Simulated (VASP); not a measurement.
Data:

```yaml
crystal:
  lattice:
    - [1.50994, 0.87177, 5.37805]
    - [-1.50994, 0.87177, 5.37805]
    - [0.00000, -1.74353, 5.37805]
  atoms:
    - { symbol: Mg, position: [0.50000, 0.50000, 0.50000] }
    - { symbol: Hf, position: [0.00000, 0.00000, 0.00000] }
```

The numbers are results of PBEsol GGA, VASP's PBE PAW potentials (set 64) (plane waves; VASP), not measurements. Settings: 400 eV cut-off, 16×16×16 Γ-centred mesh, tetrahedra with Blöchl corrections, potentials Mg Hf_pv.

Unless said otherwise, spin-orbit coupling is left out, though it shifts the bands of the heavy elements here.

Problem. Tabulate the total density of states (states/eV per cell) against energy (eV; zero at the valence-band maximum or, without a gap, the Fermi level).

Solution. 
```
E (eV) | DOS (states/eV)
    -9.93 |  0.00
    -9.71 |  0.00
    -9.60 |  0.00
    -9.38 |  0.00
    -9.28 |  0.00
    -9.06 |  0.00
    -8.95 |  0.00
    -8.73 |  0.00
    -8.62 |  0.00
    -8.41 |  0.00
    -8.19 |  0.00
    -8.08 |  0.00
    -7.86 |  0.00
    -7.75 |  0.00
    -7.54 |  0.00
    -7.43 |  0.00
    -7.21 |  0.00
    -7.10 |  0.01
    -6.89 | # 0.09
    -6.67 | # 0.14
    -6.56 | ## 0.15
    -6.34 | ## 0.19
    -6.23 | ## 0.21
    -6.02 | ## 0.24
    -5.91 | ### 0.26
    -5.69 | ### 0.28
    -5.58 | ### 0.29
    -5.37 | ### 0.31
    -5.15 | #### 0.36
    -5.04 | #### 0.38
    -4.82 | #### 0.42
    -4.71 | ##### 0.43
    -4.50 | ##### 0.47
    -4.39 | ##### 0.49
    -4.17 | ##### 0.53
    -4.06 | ###### 0.54
    -3.85 | ###### 0.59
    -3.63 | ####### 0.65
    -3.52 | ####### 0.68
    -3.30 | ######## 0.76
    -3.19 | ######### 0.83
    -2.98 | ########## 0.99
    -2.87 | ############ 1.12
    -2.65 | ########### 1.10
    -2.43 | ########### 1.04
    -2.32 | ########### 1.04
    -2.11 | ############# 1.21
    -2.00 | ############## 1.34
    -1.78 | ############## 1.39
    -1.67 | ############## 1.30
    -1.46 | ############ 1.12
    -1.35 | ############ 1.18
    -1.13 | ############### 1.48
    -0.91 | ############### 1.46
    -0.80 | ################ 1.55
    -0.59 | ##################### 2.05
    -0.48 | ########################## 2.53
    -0.26 | ########################## 2.46
    -0.15 | ################### 1.86
     0.07 | ###### 0.62
     0.17 | ###### 0.60
     0.39 | ############## 1.36
     0.61 | ############################ 2.71
     0.72 | ############################## 2.89
     0.93 | ###################### 2.09
     1.04 | ################ 1.56
     1.26 | ############# 1.26
     1.37 | ################ 1.55
     1.59 | ############## 1.32
     1.70 | ############# 1.21
     1.91 | ########## 0.96
     2.13 | ############# 1.24
     2.24 | ############### 1.41
     2.46 | ############### 1.44
     2.56 | ############### 1.47
     2.78 | ############### 1.43
     2.89 | ############## 1.38
     3.11 | ############## 1.37
     3.21 | ############## 1.39
     3.43 | ################### 1.87
```
Within 2 eV below the Fermi level the largest weight inside VASP's projection spheres is Hf d, then Hf p.

The structure comes from a computed database's HfMg entry (R-3m); how it stands against other phases isn't given here. It was relaxed first.
